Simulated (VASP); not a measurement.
Output of a VASP run:

### OSZICAR
```
       N       E                     dE             d eps       ncg     rms          rms(c)
DAV:   1     0.873236874718E+01    0.87324E+01   -0.39891E+03  1376   0.845E+02
DAV:   2    -0.142513635169E+02   -0.22984E+02   -0.21565E+02  1936   0.113E+02
DAV:   3    -0.145026642337E+02   -0.25130E+00   -0.24993E+00  1592   0.144E+01
DAV:   4    -0.145030281196E+02   -0.36389E-03   -0.36388E-03  2024   0.507E-01
DAV:   5    -0.145030283890E+02   -0.26933E-06   -0.26949E-06  1608   0.751E-03    0.554E+00
DAV:   6    -0.130151441289E+02    0.14879E+01   -0.24183E+00  1408   0.877E+00    0.271E+00
DAV:   7    -0.127557944182E+02    0.25935E+00   -0.14018E+00  1536   0.658E+00    0.825E-01
DAV:   8    -0.127560085298E+02   -0.21411E-03   -0.17434E-01  1416   0.262E+00    0.497E-01
DAV:   9    -0.127452226757E+02    0.10786E-01   -0.36950E-02  1424   0.112E+00    0.556E-02
DAV:  10    -0.127452535250E+02   -0.30849E-04   -0.91415E-04  1864   0.234E-01    0.287E-02
DAV:  11    -0.127452424261E+02    0.11099E-04   -0.16082E-04  1352   0.787E-02    0.758E-03
DAV:  12    -0.127452385178E+02    0.39083E-05   -0.16997E-05  1480   0.250E-02    0.866E-04
DAV:  13    -0.127452385443E+02   -0.26502E-07   -0.20667E-07  1784   0.419E-03
   1 F= -.12745239E+02 E0= -.12745230E+02  d E =-.127452E+02
```

**OUTCAR**
```
------------------------ aborting loop because EDIFF is reached ----------------------------------------
  FORCE on cell =-STRESS in cart. coord.  units (eV):
  Direction    XX          YY          ZZ          XY          YZ          ZX
  --------------------------------------------------------------------------------------
  Total        1.7402393      1.7402386      1.7840962     -0.0000000      0.0000000      0.0000000
  in kB      103.7105751    103.7105367    106.3242541     -0.0000000      0.0000000      0.0000000
  external PRESSURE =     104.5817886 kB  Pullay stress =       0.0000000 kB
  volume of cell :       26.88
      direct lattice vectors                 reciprocal lattice vectors
     1.508856394 -2.613415453  0.000000000     0.331376798 -0.191320519  0.000000000
     1.508856394  2.613415453  0.000000000     0.331376798  0.191320519  0.000000000
     0.000000000  0.000000000  3.408867692     0.000000000  0.000000000  0.293352541
 POSITION                                       TOTAL-FORCE (eV/Angst)
 -----------------------------------------------------------------------------------
      0.00000      0.00000      0.00000        -0.000000      0.000000      0.000000
      1.50886      0.87114      1.70443         0.000000     -0.000000      0.000000
      1.50886     -0.87114      1.70443        -0.000000      0.000000      0.000000
 -----------------------------------------------------------------------------------
    total drift:                                0.000000     -0.000000      0.000000
  FREE ENERGIE OF THE ION-ELECTRON SYSTEM (eV)
  ---------------------------------------------------
  free  energy   TOTEN  =       -12.7452385443 eV

  energy  without entropy=      -12.7452131415  energy(sigma->0) =      -12.74523008

 reached required accuracy - stopping structural energy minimisation
```
(Selected blocks of OUTCAR.)

File POSCAR:
```
MgB2
1
    1.5088563940    -2.6134154527     0.0000000000
    1.5088563940     2.6134154527     0.0000000000
    0.0000000000     0.0000000000     3.4088676925
Mg B
1 2
Direct
  0.0000000000   0.0000000000   1.0000000000
  0.3333330000   0.6666670000   0.5000000000
  0.6666670000   0.3333330000   0.5000000000
```

Problem. Reconstruct the remaining input files.

Solution. Several could match; the one computed here: the input of the run itself, optB86b-vdW, plane waves, VASP's PBE PAW potentials (set 64).

### INCAR
```
SYSTEM = MgB2
PREC = Accurate
ENCUT = 520
EDIFF = 1E-7
NELM = 100
ALGO = Normal
LREAL = .FALSE.
LASPH = .TRUE.
ISMEAR = 1
SIGMA = 0.1
GGA = MK
PARAM1 = 0.1234
PARAM2 = 1.0
LUSE_VDW = .TRUE.
AGGAC = 0.0
LWAVE = .FALSE.
LCHARG = .FALSE.
ISIF = 4
IBRION = 2
NSW = 30
EDIFFG = -0.01
```

**KPOINTS**
```
Automatic mesh
0
G
 11 11 9
```

POTCAR, in this order: Mg B (PBE.64 set). Program: vasp_std.

The compound is MgB2 in the AlB2 type structure. This cell is one point of a volume scan, at 0.94 of the reference volume.
